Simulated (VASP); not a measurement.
Input of a VASP 6.6.1 run:

The input INCAR:

```
ALGO = Normal ; EDIFF = 1E-6
EDIFFG = -0.01 ; ENCUT = 600
IBRION = 2 ; ISIF = 3
ISMEAR = 0 ; KPAR = 2
LASPH = True ; LATTICE_CONSTRAINTS = .TRUE. .TRUE. .FALSE.
LCHARG = False ; LREAL = False
LWAVE = False ; NELM = 80
NSW = 90 ; PREC = Accurate
SIGMA = 0.03
```

The input KPOINTS:

```
k-points
0
Gamma
  15 15 1
```

File POSCAR:

```
C
1.0
    2.4700000000      0.0000000000      0.0000000000
   -1.2350000000      2.1390827500      0.0000000000
    0.0000000000      0.0000000000     18.0339500000
C
2
Direct
    0.0000000000      0.0000000000      0.4990587200
    0.6666666700      0.3333333300      0.5009412800
```

Potentials or basis: VASP PAW LDA potentials, release 64 (C).

Command:

```bash
$ cat potpaw_LDA.64/C/POTCAR > POTCAR
$ mpirun -np 2 vasp_std > vasp.out
```

(1) Estimate the relaxed cell.

(2) Predict the space group after relaxing (to 0.05 Å).

(3) Estimate the relaxed volume.

(4) What does it give for the band gap on the k mesh?

## Answers

(1) a = 2.446 Å, b = 2.446 Å, c = 18.034 Å, α = 90.00°, β = 90.00°, γ = 120.00°.

(2) P6/mmm (No. 191).

(3) 46.72 Å³/atom.

(4) none (metal or under the smearing width).
